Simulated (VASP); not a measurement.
Data:

```
CELL_PARAMETERS angstrom
      1.42911    -2.47529     0.00000
      1.42911     2.47529     0.00000
      0.00000     0.00000     4.57844
ATOMIC_POSITIONS crystal
  Mg 0.33333 0.66667 0.25000
  Mg 0.66667 0.33333 0.75000
```

Computed with LDA (Ceperley-Alder, Perdew-Zunger), VASP's LDA PAW potentials (set 64) (plane waves; VASP). Numerical set-up: 500 eV cut-off, 15×15×8 Γ-centred mesh, first-order Methfessel-Paxton smearing of 0.10 eV, potentials Mg.

Energy and stress use the plane-wave basis of the starting cell.

The ions, cell shape and volume at an external pressure of 30.0 GPa are relaxed. Predict the relaxed structure.

```
CELL_PARAMETERS angstrom
      1.39255    -2.41197     0.00000
      1.39255     2.41197     0.00000
      0.00000     0.00000     4.46140
ATOMIC_POSITIONS crystal
  Mg 0.33333 0.66667 0.25000
  Mg 0.66667 0.33333 0.75000
```
Space group P6_3/mmc (194), at a tolerance of 0.03 Å.

How do energy and volume change from the first to the last step?

The energy (σ→0) changes by +186.7 meV/atom and the volume by -7.5 %, in 3 ionic steps.

The compound is Mg in the hcp structure. This run relaxes it under an external pressure of 30 GPa. Symmetry was kept, so distortions that lower it aren't found.
